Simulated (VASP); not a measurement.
Crystal: Au.

```
CELL_PARAMETERS angstrom
0.00000 2.05850 2.05850
2.05850 0.00000 2.05850
2.05850 2.05850 0.00000
ATOMIC_POSITIONS crystal
Au 0.00000 0.00000 0.00000
```

* Program: VASP 6.6.1
* Task: relaxation of cell and atoms
* Functional: PBEsol
* Potentials or basis: VASP PAW PBE potentials, release 64 (Au)
* Cutoff: 480 eV
* k mesh: 18 × 18 × 18
* Occupations: gaussian, width 0.1 eV
* Spin: no spin polarisation

At the start: pressure -4.2 GPa; volume 17.45 Å³/atom.

Task: How do energy, volume and symmetry change on relaxing?

Result: Over 4 steps the energy falls by 6.0 meV/atom and the volume is 17.00 Å³/atom (-2.6 %); space group Fm-3m (No. 225, to 0.05 Å).

Step by step:
```
step  energy change (eV)  largest force (eV/Å)  pressure (GPa)  volume (Å³)
   1              0.0000                0.0000           -4.20        17.45
   2              0.0104                0.0000            8.04        16.32
   3             -0.0060                0.0000           -0.06        17.00
   4             -0.0060                0.0000            0.04        17.00
```

Final structure:
```
CELL_PARAMETERS angstrom
0.00000 2.04067 2.04067
2.04067 0.00000 2.04067
2.04067 2.04067 0.00000
ATOMIC_POSITIONS crystal
Au 0.00000 0.00000 0.00000
```

Caveat: the PAW data sets were made with another functional, which shifts forces and pressure a little.
